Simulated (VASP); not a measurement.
LaAl2, 6 atoms in the cell. Symmetry: Fd-3m, No. 227, cubic system. Conventional cell: a = 8.129 Å, b = 8.129 Å, c = 8.129 Å, α = 90.00°, β = 90.00°, γ = 90.00°. Around La (site symmetry -43m) lie 12 Al at 3.37 Å and 4 La at 3.52 Å. Around Al (site symmetry -3m) lie 6 Al at 2.87 Å. The cell comes from a database or a generator and needn't be the stable form of this composition.

- Program: VASP 6.6.1
- Task: single point
- Functional: r2SCAN
- Potentials or basis: VASP PAW PBE potentials, release 64 (La, Al)
- Cutoff: 520 eV
- k mesh: 8 × 8 × 8
- Occupations: gaussian, width 0.1 eV
- Spin: no spin polarisation
- Dipole correction: no
- Further INCAR settings: ALGO = Normal; EDIFF = 1e-06; NBANDS = 26

Potentials or basis: VASP PAW PBE potentials, release 64 (La, Al).

Command:

```bash
$ cat potpaw_PBE.64/La/POTCAR potpaw_PBE.64/Al/POTCAR > POTCAR
$ cp INCAR.step1 INCAR
$ mpirun -np 1 vasp_std > vasp.out
$ cp INCAR.step2 INCAR
$ mpirun -np 1 vasp_std > vasp.out
```

Hardware: 1 thread of Intel(R) Xeon(R) Platinum 8488C (Sapphire Rapids), with other jobs on the host.

Question: How long does it take, and how much memory?

Answer: It took 7.2 min on 1 thread of Intel(R) Xeon(R) Platinum 8488C (Sapphire Rapids) (shared host), peak memory 0.42 GiB. Counts: scf iterations 16, k points 29.
